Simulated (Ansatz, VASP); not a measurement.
# Cross-check of SiO2 (Quartz) between VASP and Ansatz, part 3 of 3

Aim: how closely do two programs agree when they are given the same cell, functional and k mesh? The cell is taken from a series of runs on this material, whose earlier steps may have relaxed, scaled, displaced or heated it; both programs get it as it stands.

VASP 6.6.1 and Ansatz 0.2.0.

So far: The structure; VASP: zone-centre phonons, PBE.

### Step 3. Ansatz: zone-centre phonons, PBE

Level of this step: Ansatz beside VASP: Kohn-Sham DFT, plane waves, PBE (Ansatz).

Ansatz runs on its PAW soft_1 files.

The same cell, functional and mesh now go to Ansatz, which takes its cutoff from its data sets.

The input, input.yaml:

```yaml
crystal:
  lattice:
    - [4.9158, 0.0, 0.0]
    - [-2.4579, 4.2572076799, 0.0]
    - [0.0, 0.0, 5.4091]
  atoms:
    - { symbol: Si, position: [0.5341226216, 0.0, 0.3333333333] }
    - { symbol: Si, position: [0.0, 0.5341226216, 0.6666666667] }
    - { symbol: Si, position: [0.4658773784, 0.4658773784, 0.0] }
    - { symbol: O, position: [0.1357705204, 0.4100571709, 0.8873391346] }
    - { symbol: O, position: [0.5899428291, 0.7257133495, 0.2206724679] }
    - { symbol: O, position: [0.2742866505, 0.8642294796, 0.5540058012] }
    - { symbol: O, position: [0.4100571709, 0.1357705204, 0.1126608654] }
    - { symbol: O, position: [0.7257133495, 0.5899428291, 0.7793275321] }
    - { symbol: O, position: [0.8642294796, 0.2742866505, 0.4459941988] }
kpoints:
  mp_grid: { grid: [6, 6, 4] }
hamiltonian:
  xc: pbe
  pseudopotentials: { kind: paw, azcp: { folder: soft_1 } }
scf:
  occupations: { method: fixed }
output:
  eigenvalues: true
phonons:
  method: dfpt
  dielectric: true
  rigid_motions: translations
```

On the command line:

```
$ ansatz run input.yaml --threads 4 --pin off --max-ram 8192MiB --backend cpu --events-out ev --progress --plain --runs-dir out
```

Numbers of over 12 decimals in the logs are rounded to 6 here.

The log of the run:

```text
Engine: ansatz 0.2.0, x86_64-unknown-linux-gnu
Pseudopotentials: kind: paw
Pseudopotential: Si, paw, valence charge 4, recommended cutoff 420 eV (normal), soft_1/Si.paw.azcp
Pseudopotential: O, paw, valence charge 6, recommended cutoff 420 eV (normal), soft_1/O.paw.azcp
Functional definition: PBE
  parameter kappa = 0.804
  parameter beta = 0.066725
  exchange = pbe_x(kappa = kappa, mu = beta*pi^2/3)
  correlation = pbe_c(beta = beta)
Crystal: 9 atoms, lattice volume = 113.199 Å³
Basis set: ecut = 420 eV, 2209 PW (Γ), exchange–correlation on 72×72×96 points (8 copies of the dense FFT grid, shifted against one another)
Bands: 33, of which v1, the nominal top of the filled ones, is band 24 counted from 1 (23 counted from 0)
Symmetry: 6 space group operations
k-points: 76 of 144 (irreducible under 1 space group operation, time reversal used)
Non-local potential: Si, projectors of the file, l = 0: 2, l = 1: 2, l = 2: 1
Non-local potential: O, projectors of the file, l = 0: 2, l = 1: 2, l = 2: 1
PAW form: soft (Blöchl's): semilocal exchange-correlation on the pseudo side does not see the compensation charge
PAW one-centre angular grid: Si, 110 points (default); XC on 64 Gauss nodes
PAW one-centre angular grid: O, 110 points (default); XC on 64 Gauss nodes
Initial density: superposition of atomic densities (chi_scale 0.1, normalization cell, long waves kept (reshape's long-wave potential 0.01 eV rms))
Initial wavefunctions: pseudopotential atomic-orbital guess
Functional: x = pbe(κ = 0.804, μ = 0.219515), c = pbe(β = 0.066725)
SCF iter   1: F=—  HF=-5327.027841 eV  |F-HF|=—  |Δ(HF+E_count)|=         —  Δρ=1.32e-1  dr2=1.76e1  ethr=3.10e-3  ⟨swp⟩=5.0  Hψ=10633  notcnv=0  defer=484
preconditioner: auto → Resta (q_TF=auto, 2.365 Å⁻¹)  ε∞=2.8  [insulator: Δε(μ)=7.153 eV  Ē_g=17.974 eV  n_scr=22 (ndim 8)  ℏωp=24.2 eV  f_vac=0.003  ε∞_Penn≈2.8]
SCF iter   2: F=—  HF=-5322.241761 eV  |F-HF|=—  |Δ(HF+E_count)|=    4.79e0  Δρ=4.39e-2  dr2=9.05e-1  ethr=3.10e-3  ⟨swp⟩=3.8  Hψ=6706  notcnv=0  defer=470
SCF iter   3: F=—  HF=-5322.190756 eV  |F-HF|=—  |Δ(HF+E_count)|=   5.10e-2  Δρ=2.19e-2  dr2=2.95e-1  ethr=1.89e-3  ⟨swp⟩=2.0  Hψ=2575  notcnv=0  defer=516
SCF iter   4: F=—  HF=-5322.212978 eV  |F-HF|=—  |Δ(HF+E_count)|=   2.22e-2  Δρ=1.55e-3  dr2=2.04e-3  ethr=6.15e-4  ⟨swp⟩=3.0  Hψ=4299  notcnv=0  defer=523
SCF iter   5: F=—  HF=-5322.217248 eV  |F-HF|=—  |Δ(HF+E_count)|=   4.27e-3  Δρ=2.84e-4  dr2=1.16e-4  ethr=4.24e-6  ⟨swp⟩=3.0  Hψ=4059  notcnv=0  defer=530
SCF iter   6: F=—  HF=-5322.217402 eV  |F-HF|=—  |Δ(HF+E_count)|=   1.53e-4  Δρ=6.48e-5  dr2=6.98e-6  ethr=2.42e-7  ⟨swp⟩=2.0  Hψ=3866  notcnv=0  defer=530
SCF iter   7: F=—  HF=-5322.217418 eV  |F-HF|=—  |Δ(HF+E_count)|=   1.59e-5  Δρ=1.15e-5  dr2=1.42e-7  ethr=1.45e-8  ⟨swp⟩=2.0  Hψ=4151  notcnv=0  defer=499
SCF iter   8: F=—  HF=-5322.217418 eV  |F-HF|=—  |Δ(HF+E_count)|=   5.63e-7  Δρ=2.19e-6  dr2=5.78e-9  ethr=2.95e-10  ⟨swp⟩=2.0  Hψ=4238  notcnv=0  defer=226
SCF iter   9: F=-5322.217418 eV  HF=-5322.217418 eV  |F-HF|=1.36e-10  |Δ(HF+E_count)|=   1.05e-8  Δρ=2.99e-7  dr2=8.55e-11  ethr=1.00e-12  ⟨swp⟩=16.8  Hψ=21602  notcnv=0
SCF 1 converged in 9 iterations: F = -5322.217418 eV  dr2 = 8.55e-11
  greatest PAW one-centre occupation: 0.861 electrons in one spin orbital (limit 2), on the O atom at site 8 (counted from 0), in its partial waves of l = 0
DFPT response loops at Γ: preconditioner auto → none (the input reference at scf.mixing.eps_inf says where Resta's filter doesn't serve); β = 0.50; Broyden in place of MSR1
SCF converged after 9 iterations
Free energy (F): -5322.217418 eV
Harris-Foulkes:  -5322.217418 eV  (|F-HF|=1.36e-10)
Internal energy: -5322.217418 eV  (E = F + TS)
E sigma→0 (E₀):  -5322.217418 eV
Fermi energy:    2.520748 eV
--- Per-component energies (eV) ---
  E_band       = -202.610325
  E_kinetic    = 1165.171187
  E_local      = -2882.719225  (includes V_loc(G=0)·N_el)
  E_nonlocal   = 379.604900
  E_hartree    = 1052.756871
  E_xc         = -602.847349
  E_vxc        = -696.685378  (∫ρ·V_xc dr)
  E_paw        = -2517.902144  (= ΣΔE_a)
  E_vpaw       = -273.500625  (= ΣTr[D̂ρ^β])
  E_aug_tail   = 0.004994  (compensation charges beyond the density's cutoff)
  E_ewald      = -1916.286653
  E_smearing   = -0.000000  (= −TS)
  E_closure    = -0.000000  (closes the sum)
  Σ components = -5322.217418   (vs F -5322.217418, Δ=0.00e0)
--- Band table (eV; the first three rows and the last of 76) ---
  k-point 0: bands = [... 20 lower, 1.4998, 1.6977, 2.2440, 2.2440, 8.3675, 11.7275, 11.7275, 12.3123, ... 5 higher]
  k-point 1: bands = [... 20 lower, 1.4163, 1.8660, 2.3322, 2.4065, 8.9753, 11.5726, 11.6489, 11.7786, ... 5 higher]
  k-point 2: bands = [... 20 lower, 1.2856, 2.2295, 2.2295, 2.4509, 10.3389, 10.3389, 11.5910, 12.1287, ... 5 higher]
  k-point 75: bands = [... 20 lower, 1.6394, 1.6555, 1.9481, 2.3575, 11.1561, 11.7100, 12.0967, 12.3165, ... 5 higher]
--- Phonons (Γ-DFPT): 6 representative perturbations + reference, on 76 of 144 k-points (Σ response iterations 23) ---
  k mesh reduced under 1 symmetry operation, with k and −k counted as one. Each operation leaves every solved perturbation unchanged. A smaller set is not considered because the run solves the response to a homogeneous field
  ASR residual: 2.165e-4 → 0.000e0 eV/Å²; symmetrization residual: 8.656e-5 eV/Å²
  ASR residual per site (eV/Å²): 1.44e-4 1.42e-4 1.42e-4 2.17e-4 1.86e-4 1.85e-4 1.85e-4 2.17e-4 1.86e-4
  Γ frequencies (cm⁻¹): 0.00 0.00 0.00 127.90 127.90 220.99 256.32 256.32 336.53 337.82 373.54 373.54 430.23 430.23 452.27 478.43 678.36 678.36 753.35 778.70 778.70 1030.74 1030.74 1039.79 1049.49 1122.52 1122.52
  ε∞ (high-frequency dielectric tensor):
        2.501927    -0.000000     0.000000
       -0.000000     2.501927     0.000000
        0.000000     0.000000     2.534355
  ε⁰ (static dielectric tensor: ions relaxed, cell fixed):
        4.685083    -0.000000     0.000000
       -0.000000     4.685083     0.000000
        0.000000     0.000000     4.898892
  ε⁰ − ε∞ (ionic part):
        2.183156     0.000000     0.000000
        0.000000     2.183156     0.000000
        0.000000     0.000000     2.364537
  softest optical mode at Γ: 127.90 cm⁻¹; the repairs (sum rule, projections) moved no ω² at Γ by more than (6.68 cm⁻¹)²
  Born effective charges Z* (e; rows j = field, columns β = displacement):
    site 0:
         3.00527   -0.00000    0.00000
        -0.00000    3.65567   -0.34269
        -0.00000    0.29485    3.45180
    site 1:
         3.49307    0.28163    0.29678
         0.28163    3.16787    0.17134
        -0.25534   -0.14742    3.45180
    site 2:
         3.49307   -0.28163   -0.29678
        -0.28163    3.16787    0.17134
         0.25534   -0.14742    3.45180
    site 3:
        -2.26773    0.09055   -0.78737
         0.03365   -1.06274    0.07219
        -0.79127    0.15378   -1.72590
    site 4:
        -1.31021    0.51917    0.33117
         0.46228   -2.02026   -0.71797
         0.26246   -0.76215   -1.72590
    site 5:
[...]
site 6:
[...]
site 7:
[...]
site 8:
[...]
Z* charge neutrality: 2.167e-5 e pre-enforcement
  k-mesh period / interband length: 21.6 Å / 0.98 Å = 22.03 at k = (0.0000, 0.0000, 0.0000), direct gap 6.123 eV — 14 or more, which is no proof of convergence
  optical modes at Γ without the LO–TO term, one row a degenerate level:
      ω (cm⁻¹)  modes    IR ((D/Å)²/amu)
[...]
optical modes at Γ + LO–TO along q̂ = [1.0000, 0.0000, 0.0000]:
      ω (cm⁻¹)  modes    IR ((D/Å)²/amu)
[...]
optical modes at Γ + LO–TO along q̂ = [0.0000, 1.0000, 0.0000]:
      ω (cm⁻¹)  modes    IR ((D/Å)²/amu)
[...]
optical modes at Γ + LO–TO along q̂ = [0.0000, 0.0000, 1.0000]:
      ω (cm⁻¹)  modes    IR ((D/Å)²/amu)
[...]
526.66      1             4.6043
        678.36      2             1.5557
        769.39      1             2.2511
        778.70      2             6.9175
       1030.74      2            82.8258
       1049.49      1             0.0000
       1122.52      2             1.4193
       1202.12      1            53.1003
```

The column dr2 measures how far the density is from self-consistency, as an energy; F and HF (Harris–Foulkes) agree once it is small.

### Step 4. Comparison

Known differences besides the potentials themselves: fixed occupations in Ansatz, narrow Gaussian smearing in VASP; the cutoff is 420 eV in Ansatz and 600 eV in VASP. Total energies have different zeros and are not compared.

Compared:

| quantity | Ansatz | VASP | difference |
| --- | --- | --- | --- |
| ε∞ xx | 2.50 | 2.49 | +0.45 % |
| ε∞ yy | 2.50 | 2.49 | +0.45 % |
| ε∞ zz | 2.53 | 2.52 | +0.47 % |
| Born charge of Si1 (mean of the diagonal) (e) | 3.37 | 3.34 | +0.03 |
| Born charge of O4 (mean of the diagonal) (e) | -1.69 | -1.67 | -0.01 |
| optical mode 1 to 2 (cm⁻¹) | 127.9 | 129.1 | -0.94 % |
| optical mode 3 (cm⁻¹) | 221.0 | 221.1 | -0.07 % |
| optical mode 4 to 5 (cm⁻¹) | 256.3 | 257.4 | -0.44 % |
| optical mode 6 (cm⁻¹) | 336.5 | 337.6 | -0.32 % |
| optical mode 7 (cm⁻¹) | 337.8 | 340.0 | -0.64 % |
| optical mode 8 to 9 (cm⁻¹) | 373.5 | 374.7 | -0.30 % |
| optical mode 10 to 11 (cm⁻¹) | 430.2 | 432.4 | -0.49 % |
| optical mode 12 (cm⁻¹) | 452.3 | 452.3 | -0.01 % |
| optical mode 13 (cm⁻¹) | 478.4 | 479.6 | -0.25 % |
| optical mode 14 to 15 (cm⁻¹) | 678.4 | 678.9 | -0.08 % |
| optical mode 16 (cm⁻¹) | 753.4 | 755.1 | -0.24 % |
| optical mode 17 to 18 (cm⁻¹) | 778.7 | 777.8 | +0.11 % |
| optical mode 19 to 20 (cm⁻¹) | 1030.7 | 1039.7 | -0.86 % |
| optical mode 21 (cm⁻¹) | 1039.8 | 1048.8 | -0.86 % |
| optical mode 22 (cm⁻¹) | 1049.5 | 1058.3 | -0.84 % |
| optical mode 23 to 24 (cm⁻¹) | 1122.5 | 1125.3 | -0.25 % |

Modes are paired by rising frequency, not by their patterns, so a pair may set unlike modes beside each other; they are those without the splitting of longitudinal modes.

### Step 5. Summary of results

```
r.m.s. difference of the optical zone-centre modes, each program's sorted by frequency (zone-centre phonons, PBE) : 3.9 cm⁻¹
difference in optical mode 1 to 2 (zone-centre phonons, PBE)                                                      : -0.9 %
```

The r.m.s. difference of the optical zone-centre modes, each program's sorted by frequency is 3.9 cm⁻¹ (zone-centre phonons, PBE). Among the rows given in per cent, the largest difference of the zone-centre phonons, PBE pair is in optical mode 1 to 2, -0.9 %. How closely two codes agree says nothing of how well the functional describes the real material.

[Lines on the potential files, build, host, timing and source positions are cut from VASP's logs without a mark.]

[Logs are printed without paths, hosts, clocks, repeated set-up lines and the standing remarks that a program may print on its own settings, such as how far it seeks lower states.]

[Hosts, paths, dates, database ids (printed as entryN), source tags and the programs' standing remarks are cut or masked in the printed files.]
